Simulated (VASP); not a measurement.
The input files of a VASP run:

### INCAR
```
ALGO  =  Normal
EDIFF  =  1E-7
ENCUT  =  520
GGA  =  PS
ISIF  =  2
ISMEAR  =  1
LASPH  =  .TRUE.
LCHARG  =  .FALSE.
LMAXMIX  =  4
LREAL  =  .FALSE.
LWAVE  =  .FALSE.
NELM  =  100
PREC  =  Accurate
SIGMA  =  0.1
SYSTEM  =  CoSi2
```

**KPOINTS**
```
Automatic mesh
0
Gamma
10 10 10
0 0 0
```

### POSCAR
```
CoSi2
1
    0.0000000000     2.6296784412     2.6296784412
    2.6296784412     0.0000000000     2.6296784412
    2.6296784412     2.6296784412     0.0000000000
Co Si
1 2
Direct
  0.0000000000   0.0000000000   0.0000000000
  0.2500000000   0.2500000000   0.2500000000
  0.7500000000   0.7500000000   0.7500000000
```

POTCAR, in this order: Co Si (PBE.64 set). Program: vasp_std.

**Question.** Write an equivalent input for Ansatz.

**Answer.** One equivalent input (not run):
Ansatz 0.2 input:
```yaml
crystal:
  lattice:
    - [0.0000000, 2.6296784, 2.6296784]
    - [2.6296784, 0.0000000, 2.6296784]
    - [2.6296784, 2.6296784, 0.0000000]
  atoms:
    - { symbol: Co, position: [0.0000000, 0.0000000, 0.0000000] }
    - { symbol: Si, position: [0.2500000, 0.2500000, 0.2500000] }
    - { symbol: Si, position: [0.7500000, 0.7500000, 0.7500000] }
kpoints:
  mp_grid: { grid: [10, 10, 10] }
hamiltonian:
  xc: pbesol
  pseudopotentials: { kind: paw }
scf:
  occupations: { method: methfessel_paxton, width: 0.1 }
  max_iter: 100
output: { forces: true, stress: true, eigenvalues: true }
```
The two are equivalent in intent, not identical: each code has its own PAW files, so the cut-off isn't converted (ENCUT is set for VASP's; basis.ecutwfc is left out, and Ansatz then takes the one that its files recommend); Ansatz stops its SCF on the density residual and VASP on the energy change (EDIFF).

The compound is CoSi2 in the fluorite structure. This cell is one point of a volume scan, at 0.97 of the reference volume.
